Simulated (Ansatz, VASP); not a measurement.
**One calculation of CrPtSe3, two programs**

```
Cr Pt Se
1.0
     4.98095    0.00000    0.00000
     0.00000    4.98095    0.00000
     0.00000    0.00000    4.98095
Cr Pt Se
1 1 3
Cartesian
  2.4905 2.4905 2.4905
  0.0000 0.0000 0.0000
  2.4905 0.0000 0.0000
  0.0000 2.4905 0.0000
  0.0000 0.0000 2.4905
```

Change from the starting cell: species swapped into the Ce3AlO type (Pm-3m, No. 221).

Alike in both runs: functional PBE; k mesh 8 × 8 × 8; occupations gaussian, width 0.1 eV; collinear spin.

Ansatz relaxed the structure, and its values are those at the end. VASP's run is a single point on that final structure, the one shown.

```csv
,VASP,Ansatz
version,VASP 6.6.1,Ansatz 0.2.0
potentials or method,"VASP PAW PBE potentials, release 64 (Cr_pv, Pt, Se)","scalar-relativistic, plane waves, PAW"
plane-wave cutoff (eV),520,420
valence electrons in the cell,40,80
```

VASP gave:

| Item | Value |
| --- | --- |
| gap on the k mesh at the Fermi level (eV) | none |
| pressure (GPa) | 0.0 |
| net moment per atom (μB) | 0.61 |
| size of the moment on the site where the two differ most (μB) | 4.07 |

Q: What did Ansatz give for the same quantities?

A: gap on the k mesh at the Fermi level (eV): none; pressure (GPa): 0.0; net moment per atom (μB): 0.61; size of the moment on the site where the two differ most (μB): 4.36.

Site moments also hang on the region over which each program counts them. A gap of «none» marks a metal or a gap that the smearing closes. The functional is the same, so the differences come from potentials, cutoffs and numerics. The two sets of potentials don't hold the same shells in valence.

Caveats: a cell with one magnetic atom can't hold antiferromagnetic order, which such compounds often take. The runs have no spin-orbit coupling, so splittings on Pt are missing.
